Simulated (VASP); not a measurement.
# In2Te2O (P-3m1) in VASP: a series of runs

The runs below take In2Te2O through single point, with PBE, HSE06.

Everything below comes from runs of VASP 6.6.1. Logs are shortened: lines on timing, memory, paths and dates and some standing lists are left out, and cuts for length are marked.

## Step 1: The structure

The structure is trigonal, space group P-3m1 (No. 164). Conventional cell: a = 4.434 Å, b = 4.434 Å, c = 10.393 Å, α = 90.00°, β = 90.00°, γ = 120.00°. In (site symmetry 3m) has 1 O at 1.97 Å as nearest neighbours. Te (site symmetry 3m) is surrounded by 3 In at 2.87 Å. O (site symmetry -3m) has 2 In at 1.97 Å as nearest neighbours.

The cell was built by a generator and needn't be a form met in nature.

## Step 2: Single point, PBE

INCAR reads:

```
SYSTEM = In2Te2O
  PREC = Accurate
  ENCUT = 520
  EDIFF = 1E-6
  ISMEAR = 0
  SIGMA = 0.02
  LREAL = .FALSE.
  LASPH = .TRUE.
  NELM = 60
  ALGO = Normal
  ISIF = 2
  LWAVE = .FALSE.
  LCHARG = .TRUE.
  GGA = PE
  LVHAR = .TRUE.
  KPAR = 4
```

KPOINTS reads:

```
regular mesh
0
G
  6 6 2
  0 0 0
```

POSCAR reads:

```
In2Te2O
1.0
    4.4337180000      0.0000000000      0.0000000000
   -2.2168590000      3.8397130000      0.0000000000
    0.0000000000      0.0000000000     10.3929400000
In Te O
2 2 1
Direct
    0.0000000000      0.0000000000      0.8101560000
    0.0000000000      0.0000000000      0.1898440000
    0.3333330000      0.6666670000      0.3149000000
    0.6666670000      0.3333330000      0.6851000000
    0.0000000000      0.0000000000      0.0000000000
```

Potentials or basis: VASP PAW PBE potentials, release 64 (In_d, Te, O).

Run with:

```console
cat potpaw_PBE.64/In_d/POTCAR potpaw_PBE.64/Te/POTCAR potpaw_PBE.64/O/POTCAR > POTCAR
mpirun -np 4 vasp_std > vasp.out
```

OUTCAR:

```text
SYSTEM = In2Te2O
   PREC = Accurate
   ENCUT = 520
   EDIFF = 1E-6
   ISMEAR = 0
   LREAL = .FALSE.
   LASPH = .TRUE.
   NELM = 60
   ISIF = 2
   GGA = PE

 ion  position               nearest neighbor table
   1  0.000  0.000  0.810-   5 1.97   4 2.87   4 2.87   4 2.87   2 3.95
   2  0.000  0.000  0.190-   5 1.97   3 2.87   3 2.87   3 2.87   1 3.95
   3  0.333  0.667  0.315-   2 2.87   2 2.87   2 2.87
   4  0.667  0.333  0.685-   1 2.87   1 2.87   1 2.87
   5  0.000  0.000  0.000-   1 1.97   2 1.97

  LATTYP: Found a hexagonal cell.
 ALAT       =     4.4337180000
 C/A-ratio  =     2.3440687928

  Lattice vectors:

 A1 = (   4.4337180000,   0.0000000000,   0.0000000000)
 A2 = (  -2.2168590000,   3.8397130000,   0.0000000000)
 A3 = (   0.0000000000,   0.0000000000,  10.3929400000)

Analysis of symmetry for initial positions (statically):
=====================================================================
 Subroutine PRICEL returns:
 Original cell was already a primitive cell.

 Routine SETGRP: Setting up the symmetry group for a
 hexagonal supercell.

 Subroutine GETGRP returns: Found 12 space group operations
 (whereof 12 operations were pure point group operations)
 out of a pool of 24 trial point group operations.

The static configuration has the point symmetry D_3d.

Analysis of symmetry for dynamics (positions and initial velocities):
=====================================================================
 Subroutine PRICEL returns:
 Original cell was already a primitive cell.

 Routine SETGRP: Setting up the symmetry group for a
 hexagonal supercell.

 Subroutine GETGRP returns: Found 12 space group operations
 (whereof 12 operations were pure point group operations)
 out of a pool of 24 trial point group operations.

The dynamic configuration has the point symmetry D_3d.

 Subroutine INISYM returns: Found 12 space group operations
 (whereof 12 operations are pure point group operations),
 and found     1 'primitive' translations

----------------------------------------------------------------------------------------

                                     Primitive cell

  volume of cell :     176.9315

  direct lattice vectors                    reciprocal lattice vectors
     4.433718000  0.000000000  0.000000000     0.225544340  0.130218066  0.000000000
    -2.216859000  3.839713000  0.000000000     0.000000000  0.260436132  0.000000000
     0.000000000  0.000000000 10.392940000     0.000000000  0.000000000  0.096219164

  length of vectors
     4.433718000  4.433718501 10.392940000     0.260436161  0.260436132  0.096219164

  position of ions in fractional coordinates (direct lattice)
     0.000000000  0.000000000  0.810156000
     0.000000000  0.000000000  0.189844000
     0.333333000  0.666667000  0.314900000
     0.666667000  0.333333000  0.685100000
     0.000000000  0.000000000  0.000000000

  ion indices of the primitive-cell ions
   primitive index   ion index
                 1           1
                 2           2
                 3           3
                 4           4
                 5           5

----------------------------------------------------------------------------------------

 KPOINTS: regular mesh

Automatic generation of k-mesh.
 Grid dimensions read from file:
 generate k-points for:    6    6    2

 Generating k-lattice:

  Cartesian coordinates                     Fractional coordinates (reciprocal lattice)
     0.037590723  0.021703011  0.000000000     0.166666667  0.000000000  0.000000000
     0.000000000  0.043406022  0.000000000     0.000000000  0.166666667  0.000000000
     0.000000000  0.000000000  0.048109582     0.000000000  0.000000000  0.500000000

  Length of vectors
     0.043406027  0.043406022  0.048109582

  Shift w.r.t. Gamma in fractional coordinates (k-lattice)
     0.000000000  0.000000000  0.000000000

 Subroutine IBZKPT returns following result:
 ===========================================

 Found     14 irreducible k-points:

 Following reciprocal coordinates:
            Coordinates               Weight
  0.000000  0.000000  0.000000      1.000000
  0.166667 -0.000000  0.000000      6.000000
  0.333333  0.000000  0.000000      6.000000
  0.500000  0.000000  0.000000      3.000000
  0.166667  0.166667  0.000000      6.000000
  0.333333  0.166667  0.000000     12.000000
  0.333333  0.333333  0.000000      2.000000
  0.000000  0.000000  0.500000      1.000000
  0.166667 -0.000000  0.500000      6.000000
  0.333333  0.000000  0.500000      6.000000
  0.500000  0.000000  0.500000      3.000000
  0.166667  0.166667  0.500000      6.000000
  0.333333  0.166667  0.500000     12.000000
  0.333333  0.333333  0.500000      2.000000
   k-points           NKPTS =     14   k-points in BZ     NKDIM =     14   number of bands    NBANDS=     26
   number of dos      NEDOS =    301   number of ions     NIONS =      5
   total plane-waves  NPLWV = 103680
   dimension x,y,z NGX =    36 NGY =   36 NGZ =   80
   dimension x,y,z NGXF=    72 NGYF=   72 NGZF=  160
   ions per type =               2   2   1
   NGX,Y,Z   is equivalent  to a cutoff of  13.50, 13.50, 12.80 a.u.
   NGXF,Y,Z  is equivalent  to a cutoff of  27.00, 27.00, 25.59 a.u.
 SYSTEM =  In2Te2O
   PREC   = accura    normal or accurate (medium, high low for compatibility)
   ISTART =      0    job   : 0-new  1-cont  2-samecut
   ICHARG =      2    charge: 1-file 2-atom 10-const
   ISPIN  =      1    spin polarized calculation?
   LNONCOLLINEAR =      F non collinear calculations
   LSORBIT =      F    spin-orbit coupling
   LASPH  =      T    aspherical Exc in radial PAW
   ENCUT  =  520.0 eV  38.22 Ry    6.18 a.u.   8.24  8.24 19.32*2*pi/ulx,y,z
   NELM   =     60;   NELMIN=  2; NELMDL= -5     # of ELM steps
   EDIFF  = 0.1E-05   stopping-criterion for ELM
   LREAL  =      F    real-space projection
   EDIFFG = 0.1E-04   stopping-criterion for IOM
   NSW    =      0    number of steps for IOM
   IBRION =     -1    ionic relax: 0-MD 1-quasi-New 2-CG
   NFREE  =      0    steps in history (QN), initial steepest desc. (CG)
   ISIF   =      2    stress and relaxation
   ISYM   =      2    0-nonsym 1-usesym 2-fastsym
   POTIM  = 0.5000    time-step for ionic-motion
   TEBEG  =    0.0;   TEEND  =   0.0 temperature during run
   PSTRESS=    0.0 pullay stress
   NELECT =      44.0000    total number of electrons
   NUPDOWN=      -1.0000    fix difference up-down
   EMIN   =  10.00;   EMAX   =-10.00  energy-range for DOS
   EFERMI =   0.00;   METHOD = LEGACY
   ISMEAR =     0;   SIGMA  =   0.02  broadening in eV -4-tet -1-fermi 0-gaus
   EFERMI_NEDOS =   21; number of points for ismear=-14 and -15
   IALGO  =     38    algorithm
   IMIX   =      4    mixing-type and parameters
     AMIX     =   0.40;   BMIX     =  1.00
     AMIX_MAG =   1.60;   BMIX_MAG =  1.00
  volume/ion in A,a.u.               =      35.39       238.80
  Fermi-wavevector in a.u.,A,eV,Ry     =   1.029494  1.945462 14.420252  1.059859
  Thomas-Fermi vector in A             =   2.163545
   LORBIT       =      0    0 simple, 1 ext, 2 COOP (PROOUT), +10 PAW based schemes
   GGA     = PE    functional components
   LHFCALC =     F    Hartree Fock is set to
   AEXX    =    0.0000 exact exchange contribution
   IVDW    =     0    specifies the selected vdW correction
   LEPSILON=     F    determine dielectric tensor
   LRPA    =     F    only Hartree local field effects (RPA)
 non-spin polarized calculation
 Gauss-broadening in eV      SIGMA  =   0.02
  energy-cutoff  :      520.00
  volume of cell :      176.93
 maximum number of plane-waves:      4790
 NGX is ok and might be reduce to    36
   NGX = 17   NGY = 17   NGZ = 39

 number of electron      44.0000011 magnetization

 Free energy of the ion-electron system (eV)
  ---------------------------------------------------
  ext. energy  EPLUGINS =         0.00000000
  ---------------------------------------------------
  free energy    TOTEN  =       -19.22472931 eV

  energy without entropy =      -19.22472931  energy(sigma->0) =      -19.22472931

 E-fermi :   2.3229     XC(G=0):  -7.8013

 val. band max:        2.1709586586   @ k =   0.0000   0.0000   0.0000
 cond. band min:       3.2132423915   @ k =   0.0000   0.0000   0.0000
 fundamental gap:      1.0422837329
 Fermi energy:         2.3229491181

 k-point     1 :       0.0000    0.0000    0.0000
  band No.  band energies     occupation
      1     -14.7589      2.00000
      2     -11.6491      2.00000
      3     -11.5080      2.00000
      4     -11.5080      2.00000
      5     -11.5075      2.00000
      6     -11.5075      2.00000
[... 18 lines left out ...]
     25       6.1878      0.00000
     26       6.8285      0.00000

 k-point     2 :       0.1667   -0.0000    0.0000
  band No.  band energies     occupation
      1     -14.7560      2.00000
      2     -11.6448      2.00000
      3     -11.5265      2.00000
      4     -11.5228      2.00000
      5     -11.4998      2.00000
      6     -11.4990      2.00000
[... 18 lines left out ...]
     25       6.2267      0.00000
     26       6.7395      0.00000

 k-point     3 :       0.3333    0.0000    0.0000
  band No.  band energies     occupation
      1     -14.7499      2.00000
      2     -11.6363      2.00000
      3     -11.5634      2.00000
      4     -11.5562      2.00000
      5     -11.4833      2.00000
      6     -11.4818      2.00000
[... 282 lines left out ...]
 k-point    13 :       0.3333    0.1667    0.5000
  band No.  band energies     occupation
      1     -14.7469      2.00000
      2     -11.6295      2.00000
      3     -11.5772      2.00000
      4     -11.5727      2.00000
      5     -11.4796      2.00000
      6     -11.4782      2.00000
[... 18 lines left out ...]
     25       6.4116      0.00000
     26       6.7054      0.00000

 k-point    14 :       0.3333    0.3333    0.5000
  band No.  band energies     occupation
      1     -14.7454      2.00000
      2     -11.6229      2.00000
      3     -11.5820      2.00000
      4     -11.5820      2.00000
      5     -11.4798      2.00000
      6     -11.4798      2.00000
[... 18 lines left out ...]
     25       6.6868      0.00000
     26       6.6868      0.00000

------------------------ aborting loop because EDIFF is reached ----------------------------------------

  FORCE on cell =-STRESS in cart. coord.  units (eV):
  Direction    XX          YY          ZZ          XY          YZ          ZX
  --------------------------------------------------------------------------------------
  -------------------------------------------------------------------------------------
  Total        0.0276947      0.0276947      0.0318158      0.0000000      0.0000000     -0.0000000
  in kB        0.2507854      0.2507855      0.2881029      0.0000000      0.0000000     -0.0000000
  external PRESSURE =       0.2632246 kB  Pullay stress =       0.0000000 kB

 VOLUME and BASIS-vectors are now :
 -----------------------------------------------------------------------------
  energy-cutoff  :      520.00
  volume of cell :      176.93
      direct lattice vectors                 reciprocal lattice vectors
     4.433718000  0.000000000  0.000000000     0.225544340  0.130218066  0.000000000
    -2.216859000  3.839713000  0.000000000     0.000000000  0.260436132  0.000000000
     0.000000000  0.000000000 10.392940000     0.000000000  0.000000000  0.096219164

 POSITION                                       TOTAL-FORCE (eV/Angst)
 -----------------------------------------------------------------------------------
      0.00000      0.00000      8.41990         0.000000      0.000000     -0.002268
      0.00000      0.00000      1.97304        -0.000000     -0.000000      0.002268
     -0.00000      2.55981      3.27274        -0.000000     -0.000000     -0.003528
      2.21686      1.27990      7.12020         0.000000      0.000000      0.003528
      0.00000      0.00000      0.00000        -0.000000      0.000000      0.000000
 -----------------------------------------------------------------------------------
    total drift:                                0.000000     -0.000000      0.000000

  FREE ENERGIE OF THE ION-ELECTRON SYSTEM (eV)
  ---------------------------------------------------
  free  energy   TOTEN  =       -19.2247293095 eV

  energy  without entropy=      -19.2247293095  energy(sigma->0) =      -19.22472931
```

Run time: 21 s. Hardware: 4 MPI ranks of Intel Xeon 6975P-C (Granite Rapids), shared host; peak memory 0.33 GiB.

What came out:

```
Free energy            : -19.2247 eV
Pressure               : 0.0 GPa
Largest force          : 0.004 eV/Å
Band gap on the k mesh : 1.04 eV, direct
```

Forces on the atoms (eV/Å):
```
In   0.000  0.000 -0.002
In   0.000  0.000  0.002
Te   0.000  0.000 -0.004
Te   0.000  0.000  0.004
O    0.000  0.000  0.000
```

Levels at points of the mesh, in eV from the valence-band top:
| k point | band 19 | band 20 | band 21 | band 22 | band 23 | band 24 | band 25 | band 26 |
| --- | --- | --- | --- | --- | --- | --- | --- | --- |
| (0.00, 0.00, 0.00) | -0.33 | -0.33 | 0.00 | 0.00 | 1.04 | 2.00 | 4.02 | 4.66 |
| (0.50, 0.00, 0.00) | -1.20 | -1.17 | -0.43 | -0.39 | 1.95 | 2.36 | 3.27 | 4.72 |
| (0.00, 0.00, 0.50) | -0.27 | -0.27 | -0.06 | -0.06 | 1.54 | 1.82 | 4.22 | 4.75 |
| (0.50, 0.00, 0.50) | -1.30 | -1.29 | -0.32 | -0.32 | 1.58 | 2.62 | 3.75 | 3.90 |

Caveat: spin-orbit coupling is left out, which moves the levels of the heavy elements; this functional lacks dispersion, which binds the layers, so the pressure and a relaxed spacing across them are unreliable. PBE gaps usually lie below the measured ones, often by a third to a half.

## Step 3: Single point, HSE06

POSCAR is that of step 2.

INCAR.step1 reads:

```
SYSTEM = In2Te2O
  PREC = Accurate
  ENCUT = 520
  EDIFF = 1E-5
  ISMEAR = 0
  SIGMA = 0.02
  LREAL = .FALSE.
  LASPH = .TRUE.
  NELM = 40
  ALGO = Normal
  ISIF = 2
  LWAVE = .TRUE.
  KPAR = 4
  GGA = PE
```

INCAR.step2 reads:

```
SYSTEM = In2Te2O
  PREC = Accurate
  ENCUT = 520
  EDIFF = 1E-5
  ISMEAR = 0
  SIGMA = 0.02
  LREAL = .FALSE.
  LASPH = .TRUE.
  NELM = 40
  ALGO = Normal
  ISIF = 2
  LWAVE = .FALSE.
  LCHARG = .FALSE.
  GGA = PE
  LHFCALC = .TRUE.
  HFSCREEN = 0.2
  PRECFOCK = Fast
  KPAR = 4
  ISTART = 1
```

KPOINTS is that of step 2.

Potentials or basis: VASP PAW PBE potentials, release 64 (In_d, Te, O).

Run with:

```console
cat potpaw_PBE.64/In_d/POTCAR potpaw_PBE.64/Te/POTCAR potpaw_PBE.64/O/POTCAR > POTCAR
cp INCAR.step1 INCAR
mpirun -np 4 vasp_std > vasp.out
cp INCAR.step2 INCAR
mpirun -np 4 vasp_std > vasp.out
```

It took 10 min on 4 MPI ranks of Intel Xeon 6975P-C (Granite Rapids), shared host; peak memory 0.47 GiB.

It converged, with:

* Free energy: -24.1231 eV
* Pressure: -1.8 GPa
* Largest force: 0.279 eV/Å
* Band gap on the k mesh: 1.82 eV, direct

Forces on the atoms (eV/Å):
```
In   0.000  0.000  0.220
In   0.000  0.000 -0.220
Te   0.000  0.000 -0.279
Te   0.000  0.000  0.279
O    0.000  0.000  0.000
```

Stress tensor (GPa, compression positive):
```
-1.43  0.00  0.00
 0.00 -1.43  0.00
 0.00  0.00 -2.47
```

Levels at points of the mesh, in eV from the valence-band top:
```
           k point  band 18  band 19  band 20  band 21  band 22  band 23  band 24  band 25  band 26
(0.00, 0.00, 0.00)    -0.71    -0.25    -0.25     0.00     0.00     1.82     2.82     4.88     5.62
(0.50, 0.00, 0.00)    -2.00    -1.21    -1.18    -0.68    -0.68     2.80     3.19     4.07     5.67
(0.00, 0.00, 0.50)    -1.50    -0.19    -0.19    -0.07    -0.07     2.34     2.61     5.09     5.72
(0.50, 0.00, 0.50)    -1.96    -1.35    -1.31    -0.58    -0.49     2.42     3.47     4.61     4.73
```

Caveat: the PAW data sets were made with another functional, which shifts forces and pressure a little; spin-orbit coupling is left out, which moves the levels of the heavy elements; this functional lacks dispersion, which binds the layers, so the pressure and a relaxed spacing across them are unreliable.
